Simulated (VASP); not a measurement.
Input:

```yaml
crystal:
  lattice:
    - [2.00430, -3.47155, 0.00000]
    - [2.00430, 3.47155, 0.00000]
    - [0.00000, 0.00000, 5.23260]
  atoms:
    - { symbol: Ni, position: [0.00000, 0.00000, 0.50000] }
    - { symbol: Ni, position: [0.00000, 0.00000, 0.00000] }
    - { symbol: Sb, position: [0.33333, 0.66667, 0.25000] }
    - { symbol: Sb, position: [0.66667, 0.33333, 0.75000] }
```

Level of theory: PBE GGA, VASP's PBE PAW potentials (set 64) (plane waves; VASP). Run with 400 eV cut-off, 2×2×2 Γ-centred mesh, first-order Methfessel-Paxton smearing of 0.10 eV, potentials Ni Sb.

Give the stress tensor in GPa (positive for a compressed cell).

```
-2.39   0.00   0.00
 0.00  -2.39   0.00
 0.00   0.00   4.88
```
The pressure is its mean diagonal, 0.04 GPa.

The compound is NiSb in the NiAs type structure. The cell was not relaxed at this level. The k-mesh is coarse (spacing up to 0.90 per Å, 2π included), so the numbers may not be converged in it. The run is one of a series of settings (KPOINTS 2×2×2 Γ-centred mesh against the base run), some of them coarse on purpose. The run is not spin-polarised, so no magnetic state was tried.
